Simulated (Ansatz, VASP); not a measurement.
**Hf2CO2 in two plane-wave programs**

Wanted: the spread between two codes on one cell, functional and k mesh. Of the first pair: The structure shown is the end of the Ansatz relaxation below.

Main program and level: Ansatz 0.2.0; plane waves, with VASP 6.6.1 beside it; single point at LDA.

## Step 1: Starting point

The cell holds 5 atoms: 1 C, 2 Hf and 2 O. Cell: a = 3.220 Å, b = 3.220 Å, c = 32.600 Å, α = 90.0°, β = 90.0°, γ = 120.0°. Vacuum lies along c.

## Step 2: Ansatz: relaxation, LDA

Ansatz runs on its PAW soft_1 files.

This run makes the geometry at which the two programs are then compared.

File input.yaml:

```yaml
crystal:
  lattice:
    - [3.2195333023, 0.0, 0.0]
    - [-1.6097666512, 2.7881976281, 0.0]
    - [0.0, 0.0, 32.6]
  atoms:
    - { symbol: C, position: [0.0, 0.0, 0.3067484663] }
    - { symbol: Hf, position: [0.3333333333, 0.6666666667, 0.348444093] }
    - { symbol: Hf, position: [0.6666666667, 0.3333333333, 0.2650528395] }
    - { symbol: O, position: [0.6666666667, 0.3333333333, 0.3764884774] }
    - { symbol: O, position: [0.3333333333, 0.6666666667, 0.2370084552] }
  periodic: [true, true, false]
kpoints:
  mp_grid: { grid: [12, 12, 1] }
hamiltonian:
  xc: lda
  pseudopotentials: { kind: paw, azcp: { folder: soft_1 }, xc_functional: pbe }
scf:
  occupations: { method: gaussian, width: 0.02 }
output:
  forces: true
  stress: true
  eigenvalues: true
  write_density: true
  write_potential: true
  elf: true
  volumetric_format: npy
relax:
  adjacent_minimum: "off"
  f_tol: 0.005
  max_steps: 80
  cell: { stress_2d_tol: 0.02 }
```

The run is started by

```
> ansatz run input.yaml --threads 8 --pin off --max-ram 16384MiB --backend cpu --events-out ev --progress --plain --runs-dir out
```

Numbers of over 12 decimals in the logs are rounded to 6 here.

The program printed:

```text
Engine: ansatz 0.2.0, aarch64-unknown-linux-gnu
Pseudopotentials: kind: paw
Pseudopotential: C, paw, valence charge 4, recommended cutoff 420 eV (normal), soft_1/C.paw.azcp
Pseudopotential: Hf, paw, valence charge 26, recommended cutoff 420 eV (normal), soft_1/Hf.paw.azcp
Pseudopotential: O, paw, valence charge 6, recommended cutoff 420 eV (normal), soft_1/O.paw.azcp
Functional definition: SPW92
  exchange = slater_x
  correlation = pw_c
Crystal: 5 atoms, lattice volume = 292.640 Å³
Basis set: ecut = 420 eV, 5809 PW (Γ)
Bands: 41, of which v1, the nominal top of the filled ones, is band 34 counted from 1 (33 counted from 0)
Symmetry: 12 space group operations
Space group: P-3m1 (ITA 164), of the structure as read, at distance tolerance 6.6e-5 Å
k-points: 19 of 144
Non-local potential: C, projectors of the file, l = 0: 2, l = 1: 2, l = 2: 1
Non-local potential: Hf, projectors of the file, l = 0: 3, l = 1: 2, l = 2: 2, l = 3: 3
Non-local potential: O, projectors of the file, l = 0: 2, l = 1: 2, l = 2: 1
PAW form: soft (Blöchl's): semilocal exchange-correlation on the pseudo side does not see the compensation charge
PAW frozen core: C, regenerated for the run's functional, and the local potential with it (the file was generated under x = pbe(κ = 0.804, μ = 0.219515), c = pbe(β = 0.066725))
PAW frozen core: Hf, regenerated for the run's functional, and the local potential with it (the file was generated under x = pbe(κ = 0.804, μ = 0.219515), c = pbe(β = 0.066725))
PAW frozen core: O, regenerated for the run's functional, and the local potential with it (the file was generated under x = pbe(κ = 0.804, μ = 0.219515), c = pbe(β = 0.066725))
PAW one-centre angular grid: C, 110 points (default); XC on 64 Gauss nodes
PAW one-centre angular grid: Hf, 590 points (default); XC on 64 Gauss nodes
PAW one-centre angular grid: O, 110 points (default); XC on 64 Gauss nodes
Initial density: superposition of atomic densities (neutral atoms: chi_scale 0, normalization atom)
Initial wavefunctions: pseudopotential atomic-orbital guess
Functional: x = slater, c = lda
SCF iter   1: F=—  HF=-32321.049785 eV  |F-HF|=—  |Δ(HF+E_count)|=         —  Δρ=7.64e-2  dr2=2.16e1  ethr=3.10e-3  ⟨swp⟩=11.9  Hψ=4785  notcnv=0
preconditioner: auto → Resta (q_TF=auto, 2.139 Å⁻¹)  ε∞=2.0  [insulator: Δε(μ)=3.111 eV  Ē_g=17.404 eV  σ=0.020 eV  W_gap=1.00  n_scr=22 (ndim 8)  ℏωp=17.4 eV  f_vac=0.764  D(μ)=0.00/eV (n_scr^D=0)  ε∞_Penn≈2.0  vacuum switching on, ρ_ref=2.2e-2 e/Å³]
SCF iter   2: F=—  HF=-32315.780786 eV  |F-HF|=—  |Δ(HF+E_count)|=    5.27e0  Δρ=3.84e-2  dr2=2.80e0  ethr=3.10e-3  ⟨swp⟩=5.1  Hψ=2604  notcnv=0  defer=21
SCF iter   3: F=—  HF=-32315.117831 eV  |F-HF|=—  |Δ(HF+E_count)|=   6.63e-1  Δρ=1.11e-2  dr2=3.26e-1  ethr=3.10e-3  ⟨swp⟩=3.1  Hψ=1642  notcnv=0  defer=20
SCF iter   4: F=—  HF=-32315.055739 eV  |F-HF|=—  |Δ(HF+E_count)|=   6.21e-2  Δρ=8.17e-3  dr2=1.79e-1  ethr=4.79e-4  ⟨swp⟩=4.1  Hψ=2264  notcnv=0  defer=21
SCF iter   5: F=—  HF=-32315.022830 eV  |F-HF|=—  |Δ(HF+E_count)|=   3.29e-2  Δρ=1.33e-3  dr2=5.69e-3  ethr=2.64e-4  ⟨swp⟩=3.7  Hψ=1514  notcnv=0  defer=21
SCF iter   6: F=—  HF=-32315.021911 eV  |F-HF|=—  |Δ(HF+E_count)|=   9.19e-4  Δρ=5.76e-4  dr2=5.86e-4  ethr=8.37e-6  ⟨swp⟩=3.9  Hψ=2439  notcnv=0  defer=20
SCF iter   7: F=—  HF=-32315.021854 eV  |F-HF|=—  |Δ(HF+E_count)|=   5.69e-5  Δρ=1.92e-4  dr2=1.30e-4  ethr=8.62e-7  ⟨swp⟩=3.0  Hψ=1692  notcnv=0  defer=20
SCF iter   8: F=—  HF=-32315.021824 eV  |F-HF|=—  |Δ(HF+E_count)|=   3.03e-5  Δρ=4.68e-5  dr2=5.60e-6  ethr=1.91e-7  ⟨swp⟩=2.8  Hψ=1470  notcnv=0  defer=20
SCF iter   9: F=—  HF=-32315.021670 eV  |F-HF|=—  |Δ(HF+E_count)|=   1.54e-4  Δρ=9.39e-6  dr2=2.10e-7  ethr=8.23e-9  ⟨swp⟩=3.6  Hψ=2020  notcnv=0  defer=20
SCF iter  10: F=—  HF=-32315.021670 eV  |F-HF|=—  |Δ(HF+E_count)|=   4.05e-7  Δρ=3.00e-6  dr2=1.60e-8  ethr=1.47e-10  ⟨swp⟩=35.5  Hψ=14782  notcnv=0
SCF iter  11: F=-32315.021670 eV  HF=-32315.021670 eV  |F-HF|=1.27e-10  |Δ(HF+E_count)|=   2.24e-8  Δρ=8.67e-7  dr2=1.37e-9  ethr=2.36e-11  ⟨swp⟩=15.2  Hψ=9152  notcnv=0
SCF 1 converged in 11 iterations: F = -32315.021670 eV  dr2 = 1.37e-9
  greatest PAW one-centre occupation: 0.998 electrons in one spin orbital (limit 2), on the Hf atom at site 2 (counted from 0), in its partial waves of l = 3
relax step   1: F+E_penalty+E_count = -32315.02166999 eV  Δ(F+E_penalty+E_count) = +0.000e0 eV  max|allowed force component| = 1.774e-3 eV/Å  Δτ_max = 0.0000 Å  P = -0.018 N/m  Ω = 292.640 Å³  fix = [c, alpha, beta]  reactions: c -0.000 N/m  (11 SCF iters, dr2 threshold 1.00e-7 eV, accepted)
Initial density: handed on by an earlier stage of this run
Initial wavefunctions: pseudopotential atomic-orbital guess (no wavefunctions were taken with the density)
iter 1 solved again at ethr=1.12e-7 eV; its pass at ethr=3.10e-3 eV (dr2=7.59e-5 eV) is discarded
SCF iter   1: F=—  HF=-32315.021817 eV  |F-HF|=—  |Δ(HF+E_count)|=         —  Δρ=1.18e-6  dr2=3.15e-9  ethr=1.12e-7  ⟨swp⟩=7.6  Hψ=9191  notcnv=0
eigensolver tolerance schedule: the retry pair's looser diagonalisation over-reported the residual by 24086.87 of it (diagonalisation noise at 6.56 of the residual, at the tolerance the schedule requests for it); recorded, not acted on — ethr = c·dr2/N_el stays at c = 1.0e-1
preconditioner: auto → Resta (q_TF=auto, 2.139 Å⁻¹)  ε∞=2.0  [insulator: Δε(μ)=0.901 eV  Ē_g=17.505 eV  σ=0.020 eV  W_gap=1.00  n_scr=22 (ndim 8)  ℏωp=17.4 eV  f_vac=0.779  D(μ)=0.00/eV (n_scr^D=0)  ε∞_Penn≈2.0  vacuum switching on, ρ_ref=2.2e-2 e/Å³]
SCF iter   2: F=—  HF=-32315.021670 eV  |F-HF|=—  |Δ(HF+E_count)|=   1.47e-4  Δρ=4.28e-7  dr2=8.55e-10  ethr=4.64e-12  ⟨swp⟩=8.9  Hψ=4913  notcnv=0
SCF iter   3: F=—  HF=-32315.021670 eV  |F-HF|=—  |Δ(HF+E_count)|=  1.49e-10  Δρ=1.97e-7  dr2=1.50e-10  ethr=1.26e-12  ⟨swp⟩=3.3  Hψ=1641  notcnv=0
SCF iter   4: F=—  HF=-32315.021670 eV  |F-HF|=—  |Δ(HF+E_count)|=  1.27e-10  Δρ=1.06e-7  dr2=3.67e-11  ethr=1.00e-12  ⟨swp⟩=1.5  Hψ=969  notcnv=0
SCF iter   5: F=—  HF=-32315.021670 eV  |F-HF|=—  |Δ(HF+E_count)|=  2.91e-11  Δρ=4.46e-8  dr2=6.73e-12  ethr=1.00e-12  ⟨swp⟩=16.3  Hψ=9102  notcnv=0
SCF iter   6: F=-32315.021670 eV  HF=-32315.021670 eV  |F-HF|=5.46e-11  |Δ(HF+E_count)|=  5.09e-11  Δρ=1.85e-8  dr2=1.86e-12  ethr=1.00e-12  ⟨swp⟩=9.8  Hψ=5391  notcnv=0
SCF 2 converged in 6 iterations: F = -32315.021670 eV  dr2 = 1.86e-12
relax step   2: F+E_penalty+E_count = -32315.02166999 eV  Δ(F+E_penalty+E_count) = -1.019e-10 eV  max|allowed force component| = 1.761e-3 eV/Å  Δτ_max = 0.0000 Å  P = -0.018 N/m  Ω = 292.640 Å³  fix = [c, alpha, beta]  reactions: c -0.000 N/m  stress off target by 1.76e-2 N/m on what of the cell is left free  SCF on the basis re-selected at this cell (its energy is not comparable with the rows above)  (6 SCF iters)
basis re-selected at this cell: Δ(F+E_penalty+E_count) = -1.019e-10 eV, ΔP = -0.000 N/m vs the last step (what re-selecting the basis moved, of the pressure what is left beyond the Pulay correction that the steps carried, after the strain that the cell walked since its last selection, with what the two solves' SCF thresholds leave and, on support functions, any second-order correction that the steps lacked; it is no  [...]
WARN: The output density's exchange-correlation potential varies sharply where the density is thin. Do not read a vacuum level from v_tot or v_xc, or from such a field of the output density. On a cell that repeats whose density bears no net charge and no dipole along the vacuum's axis use v_es (v_loc + v_h of the components); under efield.dipole_correction with no amplitude use v_es + v_field, which holds any externa [...]
SCF converged after 6 iterations
Free energy (F): -32315.021670 eV
Harris-Foulkes:  -32315.021670 eV  (|F-HF|=5.46e-11)
Internal energy: -32315.021670 eV  (E = F + TS)
E sigma→0 (E₀):  -32315.021670 eV
Fermi energy:    -5.097919 eV
--- Per-component energies (eV) ---
  E_band       = -1472.492723
  E_kinetic    = 1239.246669
  E_local      = -308328.086498  (includes V_loc(G=0)·N_el)
  E_nonlocal   = 286.946472
  E_hartree    = 153160.635480
  E_xc         = -717.333210
  E_vxc        = -750.204435  (∫ρ·V_xc dr)
  E_paw        = -15310.599371  (= ΣΔE_a)
  E_vpaw       = -241.667171  (= ΣTr[D̂ρ^β])
  E_aug_tail   = 0.001644  (compensation charges beyond the density's cutoff)
  E_ewald      = 137348.996292
  E_core_change = 5.170851  (= ΣΔE_core)
  E_smearing   = -0.000000  (= −TS)
  E_closure    = -0.000000  (closes the sum)
  Σ components = -32315.021670   (vs F -32315.021670, Δ=0.00e0)
--- Forces (eV/Å), atoms counted from 1 ---
  atom   1  C      0.00000000     0.00000000     0.00000000
  atom   2  Hf     0.00000000     0.00000000     0.00101988
  atom   3  Hf    -0.00000000    -0.00000000    -0.00101988
  atom   4  O      0.00000000     0.00000000     0.00176130
  atom   5  O     -0.00000000    -0.00000000    -0.00176130
  max |Σ_I F_I| component: 3.70e-17 eV/Å
--- 2D stress c σ (N/m, compression-positive) ---
       -0.017594       0.000000       0.000000
       -0.000000      -0.017594      -0.000000
        0.000000       0.000000       0.000000
  P = ½ c Tr σ = -0.0176 N/m
--- Band table (eV; the first three rows and the last of 19) ---
  k-point 0: bands = [... 30 lower, -10.0884, -7.0118, -5.5484, -5.5484, -3.3814, -3.3814, -2.9450, -1.6497 (-1.6497°), ... 3 higher]
  k-point 1: bands = [... 30 lower, -9.9452, -6.8408, -6.1721, -5.8321, -3.4276, -3.0317, -2.8237, -1.5891 (-1.5891°), ... 3 higher]
  k-point 2: bands = [... 30 lower, -9.6661, -7.3259, -6.6049, -6.3164, -3.8201, -2.4257, -2.3969, -1.5251, ... 3 higher]
  k-point 18: bands = [... 30 lower, -9.6351, -8.1326, -8.0751, -8.0751, -3.0437, -2.0225, -2.0225, -1.0439, ... 3 higher]
  ° read free of the cell's end (the report's vacuum.weakly_bound_levels)
--- Relaxed structure (1 steps of the walk, 1 accepted, 1 SCFs on fresh bases) ---
  F+E_penalty+E_count = -32315.02166999 eV   max|allowed force component| = 1.761e-3 eV/Å   (the final SCF, on the basis selected at the relaxed cell)
  cell:  # Å, volume = 292.6403 Å³
    - [3.219533, 2.886757521714259e-11, 0.0]
    - [-1.609767, 2.788198, 0.0]
    - [0.0, 0.0, 32.6]
  atoms:
    - { symbol: C, position: [0.0, 0.0, 0.306748] }
    - { symbol: Hf, position: [0.333333, 0.666667, 0.348444] }
    - { symbol: Hf, position: [0.666667, 0.333333, 0.26505283953] }
    - { symbol: O, position: [0.666667, 0.333333, 0.376488] }
    - { symbol: O, position: [0.333333, 0.666667, 0.237008] }
```

In the SCF lines HF is the Harris–Foulkes energy and dr2 the Hartree energy of the density residual, in eV; the loop may stop once dr2 is under the threshold and the program's other checks hold. Hψ counts applications of the Hamiltonian.

[end of part 1 of 3]

[Lines on the potential files, build, host, timing and source positions are cut from VASP's logs without a mark.]

[Logs are printed without paths, hosts, clocks, repeated set-up lines and the standing remarks that a program may print on its own settings, such as how far it seeks lower states.]

[Hosts, paths, dates, database ids (printed as entryN), source tags and the programs' standing remarks are cut or masked in the printed files.]
